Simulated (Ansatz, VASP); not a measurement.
# InP in two plane-wave programs, part 2 of 2

Wanted: the spread between two codes on one cell, functional and k mesh. The structure shown comes from an earlier Ansatz run, which isn't shown and may have moved the atoms alone.

VASP 6.6.1 and Ansatz 0.2.0.

So far: Starting point; Ansatz: elastic constants, LDA.

## (3) VASP: elastic constants, LDA

Level of this step: LDA; plane waves and PAW (In_d, P) (VASP).

The same cell, functional (in two slightly different forms) and mesh now go to VASP, with its own data sets.

Lines of VASP's logs that name or quote its potential files are left out, and so is its time.

INCAR

```
SYSTEM = InP
PREC = Accurate
ENCUT = 500
EDIFF = 1E-08
NELM = 120
ISMEAR = 0
SIGMA = 0.01
LREAL = .FALSE.
ALGO = Normal
GGA = CA
NBANDS = 15
LORBIT = 11
LWAVE = .FALSE.
LCHARG = .FALSE.
ISIF = 3
IBRION = 6
NFREE = 2
POTIM = 0.015
NSW = 1
LASPH = .TRUE.
GGA_COMPAT = .FALSE.
EFERMI = MIDGAP
```

POSCAR

```
InP
1.0
    0.0000000000      2.9115539746      2.9115539746
    2.9115539746      0.0000000000      2.9115539746
    2.9115539746      2.9115539746      0.0000000000
In P
1 1
Direct
    0.0000000000      0.0000000000      0.0000000000
    0.2500000000      0.2500000000      0.2500000000
```

KPOINTS

```
Automatic mesh
0
Gamma
6 6 6
0 0 0
```

The projector-augmented-wave data sets are In_d and P (LDA family, release 64).

The run is started by

```console
mpirun -np 1 vasp_std
```

Numbers of over 12 decimals in the logs are rounded to 6 here.

What it wrote:

```text
[banner, memory and clock lines left out]
running    1 mpi-ranks, on    1 nodes
 distrk:  each k-point on    1 cores,    1 groups
 distr:  one band on    1 cores,    1 groups

 POSCAR found type information on POSCAR InP
 POSCAR found :  2 types and       2 ions
 LDA part: xc-table for (Slater(with rela. corr.)+CA(PZ))
 , standard interpolation
 POSCAR, INCAR and KPOINTS ok, starting setup
 FFT: planning ... GRIDC
 FFT: planning ... GRID_SOFT
 FFT: planning ... GRID
 WAVECAR not read
 entering main loop
       N       E                     dE             d eps       ncg     rms          rms(c)
DAV:   1     0.108293179756E+03    0.10829E+03   -0.82576E+03   480   0.132E+03
DAV:   2    -0.241792114356E+01   -0.11071E+03   -0.10532E+03   508   0.300E+02
DAV:   3    -0.991184797026E+01   -0.74939E+01   -0.74550E+01   634   0.806E+01
DAV:   4    -0.101013981043E+02   -0.18955E+00   -0.18948E+00   616   0.135E+01
DAV:   5    -0.101104351209E+02   -0.90370E-02   -0.90368E-02   736   0.257E+00    0.602E+00
DAV:   6    -0.970955844044E+01    0.40088E+00   -0.61426E-01   771   0.138E+01    0.360E+00
DAV:   7    -0.966510976670E+01    0.44449E-01   -0.15393E-01   717   0.335E+00    0.119E+00
DAV:   8    -0.965985928117E+01    0.52505E-02   -0.14202E-02   646   0.146E+00    0.415E-01
DAV:   9    -0.965961681632E+01    0.24246E-03   -0.11695E-03   670   0.409E-01    0.192E-01
DAV:  10    -0.965964752034E+01   -0.30704E-04   -0.15278E-04   733   0.146E-01    0.116E-01
DAV:  11    -0.965965131245E+01   -0.37921E-05   -0.32842E-05   755   0.949E-02    0.828E-02
DAV:  12    -0.965964879981E+01    0.25126E-05   -0.56076E-06   592   0.187E-02    0.134E-02
DAV:  13    -0.965964878253E+01    0.17272E-07   -0.49993E-07   634   0.383E-03    0.110E-02
DAV:  14    -0.965964875795E+01    0.24583E-07   -0.37512E-08   627   0.314E-03    0.346E-03
DAV:  15    -0.965964874503E+01    0.12923E-07   -0.40002E-08   613   0.188E-03    0.726E-04
DAV:  16    -0.965964874525E+01   -0.22192E-09   -0.22626E-09   331   0.301E-04
   1 F= -.96596487E+01 E0= -.96596487E+01  d E =0.000000E+00
[... from here on, the cycles between the ionic steps are left out ...]
   2 F= -.96569209E+01 E0= -.96569209E+01  d E =0.000000E+00
   3 F= -.96553339E+01 E0= -.96553339E+01  d E =0.000000E+00
   9 F= -.96571203E+01 E0= -.96571203E+01  d E =0.000000E+00
  10 F= -.96571201E+01 E0= -.96571201E+01  d E =0.000000E+00
  11 F= -.96571203E+01 E0= -.96571203E+01  d E =0.000000E+00
  12 F= -.96571201E+01 E0= -.96571201E+01  d E =0.000000E+00
  13 F= -.96571203E+01 E0= -.96571203E+01  d E =0.000000E+00
  14 F= -.96587089E+01 E0= -.96587089E+01  d E =0.000000E+00
  15 F= -.96587089E+01 E0= -.96587089E+01  d E =0.000000E+00
  16 F= -.96587159E+01 E0= -.96587159E+01  d E =0.000000E+00
 Finite differences progress:
  Degree of freedom:   8/  8
  Displacement:        1/  2
  Total:              15/ 16
 bond charge predicted
       N       E                     dE             d eps       ncg     rms          rms(c)
DAV:   1    -0.965675582547E+01    0.19601E-02   -0.28874E-01  1380   0.235E+00    0.258E-01
DAV:   2    -0.965883281825E+01   -0.20770E-02   -0.23866E-02  1893   0.105E+00    0.754E-02
DAV:   3    -0.965873413001E+01    0.98688E-04   -0.44602E-04  1562   0.177E-01    0.349E-02
DAV:   4    -0.965871592606E+01    0.18204E-04   -0.93438E-05  1878   0.849E-02    0.110E-02
DAV:   5    -0.965871593702E+01   -0.10961E-07   -0.18438E-05  1646   0.312E-02    0.891E-03
DAV:   6    -0.965871596209E+01   -0.25068E-07   -0.12001E-06  1831   0.982E-03    0.440E-03
DAV:   7    -0.965871589828E+01    0.63807E-07   -0.25221E-07  1795   0.464E-03    0.103E-03
DAV:   8    -0.965871590193E+01   -0.36530E-08   -0.52603E-08  1751   0.152E-03
  17 F= -.96587159E+01 E0= -.96587159E+01  d E =0.000000E+00
 Finite differences progress:
  Degree of freedom:   8/  8
  Displacement:        2/  2
  Total:              16/ 16
```

From OUTCAR (step 3):

```text
ion  position               nearest neighbor table
   1  0.000  0.000  0.000-   2 2.52   2 2.52   2 2.52   2 2.52
   2  0.250  0.250  0.250-   1 2.52   1 2.52   1 2.52   1 2.52

  LATTYP: Found a face centered cubic cell.
 ALAT       =     5.8231079492

 Subroutine GETGRP returns: Found 24 space group operations
 (whereof 24 operations were pure point group operations)

The static configuration has the point symmetry T_d .

 Found     16 irreducible k-points:

   k-points           NKPTS =     16   k-points in BZ     NKDIM =     16   number of bands    NBANDS=     15

   dimension x,y,z NGX =    30 NGY =   30 NGZ =   30
   dimension x,y,z NGXF=    60 NGYF=   60 NGZF=   60

   ENCUT  =  500.0 eV  36.75 Ry    6.06 a.u.   7.51  7.51  7.51*2*pi/ulx,y,z

   NELECT =      18.0000    total number of electrons

 k-points in reciprocal lattice and weights: Automatic mesh
   0.00000000  0.00000000  0.00000000       0.005
   0.16666667  0.00000000  0.00000000       0.037
   0.33333333  0.00000000  0.00000000       0.037
   0.50000000  0.00000000  0.00000000       0.019
   0.16666667  0.16666667  0.00000000       0.028
   0.33333333  0.16666667  0.00000000       0.111
   0.50000000  0.16666667  0.00000000       0.111
  -0.33333333  0.16666667  0.00000000       0.111
  -0.16666667  0.16666667  0.00000000       0.056
[...]
-0.33333333  0.33333333  0.16666667       0.111
  -0.33333333  0.50000000  0.16666667       0.056

 average (electrostatic) potential at core
       1 -95.0450       2 -83.7971

 E-fermi :   5.5541

 k-point     1 :       0.0000    0.0000    0.0000
  band No.  band energies     occupation
    ...
      5      -8.8401      2.00000
      6      -6.4487      2.00000
      7       5.2045      2.00000
      8       5.2340      2.00000
      9       5.2617      2.00000
     10       5.8465      0.00000
     11       9.1730      0.00000
     12       9.1900      0.00000
     13       9.2088      0.00000
     14      13.6031      0.00000
    ...

 k-point     2 :       0.1667    0.0000    0.0000
  band No.  band energies     occupation
    ...
      5      -8.8398      2.00000
      6      -6.1224      2.00000
      7       2.9557      2.00000
      8       4.8955      2.00000
      9       4.9368      2.00000
     10       6.9459      0.00000
     11       9.6131      0.00000
     12       9.6278      0.00000
     13       9.6724      0.00000
     14      13.8029      0.00000
    ...

 k-point     3 :       0.3333    0.0000    0.0000
  band No.  band energies     occupation
    ...
      5      -8.8327      2.00000
      6      -5.2721      2.00000
      7       0.4959      2.00000
      8       4.3933      2.00000
      9       4.4416      2.00000
     10       6.7754      0.00000
     11       9.9689      0.00000
     12      10.0396      0.00000
     13      11.3937      0.00000
     14      13.9244      0.00000
    ...

  Total        0.0500632      0.0527501      0.0527501      0.0000000      0.1254679      0.0000000
  in kB        1.6248913      1.7121004      1.7121004      0.0000000      4.0722906      0.0000000
  external PRESSURE =       1.6830307 kB  Pullay stress =       0.0000000 kB

  energy-cutoff  :      500.00
  volume of cell :       49.36
      direct lattice vectors                 reciprocal lattice vectors
     0.000000000  2.911553975  2.911553975    -0.171729600  0.171729600  0.171729600
     2.911553975  0.000000000  2.911553975     0.171729600 -0.171729600  0.171729600
     2.911553975  2.911553975  0.000000000     0.171729600  0.171729600 -0.171729600

 POSITION                                       TOTAL-FORCE (eV/Angst)
 -----------------------------------------------------------------------------------
      0.00000      0.00000      0.00000        -0.124378      0.000000      0.000000
      1.44078      1.45578      1.45578         0.124378      0.000000      0.000000
 -----------------------------------------------------------------------------------
    total drift:                               -0.000032     -0.000000     -0.000000

  FREE ENERGIE OF THE ION-ELECTRON SYSTEM (eV)
  ---------------------------------------------------
  free  energy   TOTEN  =        -9.6587159019 eV

  energy  without entropy=       -9.6587159019  energy(sigma->0) =       -9.65871590

  SYMMETRIZED ELASTIC MODULI (kBar)
 Direction    XX          YY          ZZ          XY          YZ          ZX
 --------------------------------------------------------------------------------
 XX        1013.9683    573.9702    573.9702     -0.0000     -0.0000      0.0000
 YY         573.9702   1013.9683    573.9702     -0.0000     -0.0000     -0.0000
 ZZ         573.9702    573.9702   1013.9683     -0.0000     -0.0000      0.0000
 XY          -0.0000     -0.0000     -0.0000    730.9315      0.0000      0.0000
 YZ          -0.0000     -0.0000     -0.0000      0.0000    730.9315      0.0000
 ZX           0.0000     -0.0000      0.0000      0.0000      0.0000    730.9315
 --------------------------------------------------------------------------------

 Eigenvectors and eigenvalues of the dynamical matrix
 ----------------------------------------------------

   1 f  =    9.117835 THz    57.289046 2PiTHz  304.138235 cm-1    37.708318 meV
             X         Y         Z           dx          dy          dz
      0.000000  0.000000  0.000000    -0.461591    0.000000    0.000000
      1.455777  1.455777  1.455777     0.887093    0.000000    0.000000

   2 f  =    9.117835 THz    57.289046 2PiTHz  304.138235 cm-1    37.708318 meV
             X         Y         Z           dx          dy          dz
      0.000000  0.000000  0.000000     0.000000    0.461591    0.000000
      1.455777  1.455777  1.455777     0.000000   -0.887093    0.000000

   3 f  =    9.117835 THz    57.289046 2PiTHz  304.138235 cm-1    37.708318 meV
             X         Y         Z           dx          dy          dz
      0.000000  0.000000  0.000000     0.000000    0.000000   -0.461591
      1.455777  1.455777  1.455777     0.000000    0.000000    0.887093

   4 f/i=    0.006855 THz     0.043071 2PiTHz    0.228655 cm-1     0.028350 meV
             X         Y         Z           dx          dy          dz
      0.000000  0.000000  0.000000     0.000000   -0.887093    0.000000
      1.455777  1.455777  1.455777     0.000000   -0.461591    0.000000

   5 f/i=    0.006855 THz     0.043071 2PiTHz    0.228655 cm-1     0.028350 meV
             X         Y         Z           dx          dy          dz
      0.000000  0.000000  0.000000     0.000000    0.000000    0.887093
      1.455777  1.455777  1.455777     0.000000    0.000000    0.461591

   6 f/i=    0.006855 THz     0.043071 2PiTHz    0.228655 cm-1     0.028350 meV
             X         Y         Z           dx          dy          dz
      0.000000  0.000000  0.000000    -0.887093    0.000000    0.000000
      1.455777  1.455777  1.455777    -0.461591    0.000000    0.000000

 ELASTIC MODULI CONTR FROM IONIC RELAXATION (kBar)
 Direction    XX          YY          ZZ          XY          YZ          ZX
 --------------------------------------------------------------------------------
 XX          -0.0000     -0.0000     -0.0000      0.0000      0.0000      0.0000
 YY          -0.0000     -0.0000     -0.0000      0.0000      0.0000      0.0000
 ZZ          -0.0000     -0.0000     -0.0000      0.0000      0.0000      0.0000
 XY           0.0000      0.0000      0.0000   -273.9288      0.0000      0.0000
 YZ           0.0000      0.0000      0.0000      0.0000   -273.9288      0.0000
 ZX           0.0000      0.0000      0.0000      0.0000      0.0000   -273.9288
 --------------------------------------------------------------------------------

 TOTAL ELASTIC MODULI (kBar)
 Direction    XX          YY          ZZ          XY          YZ          ZX
 --------------------------------------------------------------------------------
 XX        1013.9683    573.9702    573.9702     -0.0000     -0.0000      0.0000
 YY         573.9702   1013.9683    573.9702      0.0000      0.0000     -0.0000
 ZZ         573.9702    573.9702   1013.9683     -0.0000      0.0000      0.0000
 XY          -0.0000      0.0000     -0.0000    457.0028      0.0000      0.0000
 YZ          -0.0000      0.0000      0.0000      0.0000    457.0028      0.0000
 ZX           0.0000     -0.0000      0.0000      0.0000      0.0000    457.0028
 --------------------------------------------------------------------------------

 total charge
# of ion       s       p       d       tot
------------------------------------------
    1        0.845   0.805   9.899  11.549
    2        1.032   1.499   0.000   2.530
--------------------------------------------------
tot          1.876   2.304   9.899  14.079

[... 3 further parts left out ...]
```

CONTCAR:

```
InP
   1.00000000000000
     0.0000000000000000    2.9115539745999999    2.9115539745999999
     2.9115539745999999    0.0000000000000000    2.9115539745999999
     2.9115539745999999    2.9115539745999999    0.0000000000000000
  In              P
     1     1
Direct
     0.0000000000000000    0.0000000000000000    0.0000000000000000
     0.2525759440029032    0.2474240559970968    0.2474240559970968
```

The last energy, forces, stress and levels in OUTCAR belong to the last displaced cell, not to the cell of POSCAR.

Levels, forces or a CONTCAR printed for this step are those of its last displaced cell, not of the structure at rest.

## (4) Side by side

Known differences besides the potentials themselves: the two LDA forms differ slightly; fixed occupations in Ansatz, narrow Gaussian smearing in VASP; the cutoff is 260 eV in Ansatz and 500 eV in VASP; VASP's log shows a relativistic correction to its local exchange, Ansatz's none; VASP takes each elastic constant from one size of strain, Ansatz from those that its log lists; Ansatz's log warns that its cutoff lies below the recommended one. Total energies have different zeros and are not compared.

Compared:

| quantity | Ansatz | VASP | difference |
| --- | --- | --- | --- |
| C11 (GPa) | 100.4 | 101.4 | -1.02 % |
| C22 (GPa) | 100.4 | 101.4 | -1.02 % |
| C33 (GPa) | 100.4 | 101.4 | -1.02 % |
| C12 (GPa) | 57.4 | 57.4 | +0.02 % |
| C13 (GPa) | 57.4 | 57.4 | +0.02 % |
| C23 (GPa) | 57.4 | 57.4 | +0.02 % |
| C44 (GPa) | 45.9 | 45.7 | +0.47 % |
| C55 (GPa) | 45.9 | 45.7 | +0.47 % |
| C66 (GPa) | 45.9 | 45.7 | +0.47 % |

## (5) Outcome

| Property | Result |
| --- | --- |
| difference in C11 (elastic constants, LDA) | -1.0 % |

**Reading.** The difference in C11 is -1.0 % (elastic constants, LDA), within the 5 % picked in this series as the mark of a large difference. How closely two codes agree says nothing of how well the functional describes the real material.

[Lines on the potential files, build, host, timing and source positions are cut from VASP's logs without a mark.]

[Logs are printed without paths, hosts, clocks, repeated set-up lines and the standing remarks that a program may print on its own settings, such as how far it seeks lower states.]

[Hosts, paths, dates, database ids (printed as entryN), source tags and the programs' standing remarks are cut or masked in the printed files.]
